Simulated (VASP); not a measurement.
Ru:

```xyz
2
Lattice="2.6879 0.0000 0.0000 -1.3440 2.3278 0.0000 0.0000 0.0000 4.2552" Properties=species:S:1:pos:R:3 pbc="T T T"
Ru    0.0000    1.5519    1.0638
Ru    1.3440    0.7759    3.1914
```

Base run:

- Program: VASP 6.6.1
- Functional: r2SCAN
- Potentials or basis: VASP PAW PBE potentials, release 64 (Ru_pv)
- Cutoff: 520 eV
- k mesh: 15 × 15 × 9
- Occupations: methfessel-paxton, width 0.1 eV
- Spin: no spin polarisation

Its results: pressure 6.2 GPa.

**Question.** The run is repeated on the same cell with these changes: functional from r2SCAN to LDA; potentials or basis from VASP PAW PBE potentials, release 64 (Ru_pv) to VASP PAW LDA potentials, release 64 (Ru_pv). What comes out?

**Answer.** Pressure -5.3 GPa.

Caveats: the PAW data sets were made with another functional, which shifts forces and pressure a little (some runs).
